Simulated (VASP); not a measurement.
Computed with AM05 GGA, VASP's PBE PAW potentials (set 64) (plane waves; VASP).

A VASP calculation is set up with these files.

### INCAR
```
ALGO = Normal
EDIFF = 1E-6
EDIFFG = -0.01
ENCUT = 520
GGA = AM
IBRION = 2
ISIF = 3
ISMEAR = 1
LASPH = .TRUE.
LCHARG = .FALSE.
LMAXMIX = 4
LREAL = .FALSE.
LWAVE = .FALSE.
NELM = 100
NSW = 60
PREC = Accurate
SIGMA = 0.1
SYSTEM = Sc
```

### KPOINTS
```
Automatic mesh
0
Gamma
12 12 7
0 0 0
```

**POSCAR**
```
Sc
1.0
  1.6417459615  -2.8435873340   0.0000000000
  1.6417459615   2.8435873340   0.0000000000
  0.0000000000   0.0000000000   5.1033893304
Sc
2
direct
  0.3333330000   0.6666670000   0.2500000000
  0.6666670000   0.3333330000   0.7500000000
```

POTCAR, in this order: Sc_sv (PBE.64 set). Program: vasp_std.

What will the output report for the number of irreducible k-points (NKPTS), largest plane-wave count, number of space-group operations, FFT grid (NGX, NGY, NGZ)?

```yaml
number of irreducible k-points (NKPTS): 76
largest_plane_wave_count: 1300
number_of_space_group_operations: 24
FFT grid (NGX, NGY, NGZ): 24 × 24 × 40
```

The compound is Sc in the hcp structure. This run relaxes it. Symmetry was kept, so distortions that lower it aren't found. The start is the result of an earlier pass.
